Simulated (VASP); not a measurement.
Given:

```
EuS
1.0
    0.00000     2.89842     2.89842
    2.89842     0.00000     2.89842
    2.89842     2.89842     0.00000
Eu S
1 1
Direct
  0.00000   0.00000   0.00000
  0.50000   0.50000   0.50000
```

Method: AM05 GGA, VASP's PBE PAW potentials (set 64) (plane waves; VASP). Numerical set-up: 520 eV cut-off, Gaussian smearing of 0.050 eV, potentials Eu_2 S.

The 4f electrons are frozen in the core of the lanthanide potential, so 4f levels, which can set the real gap, and their magnetism are missing.

Give the energies of bands 5 to 10 at the high-symmetry points, in eV from the valence-band maximum.

```csv
band,Γ,X,U,L,W
5,0.00,-1.36,-1.64,-3.02,-1.66
6,0.00,-0.43,-1.30,-1.47,-1.17
7,0.00,-0.43,-0.96,-1.47,-1.17
8,3.99,1.82,3.37,5.71,4.69
9,3.99,6.33,6.83,6.53,4.69
10,3.99,6.60,7.46,7.13,6.85
```

The gap is indirect, 1.82 eV, from the valence maximum at Γ to the conduction minimum at X.

The compound is EuS in the rock salt structure. It was relaxed first, which changed the volume by -8 %.
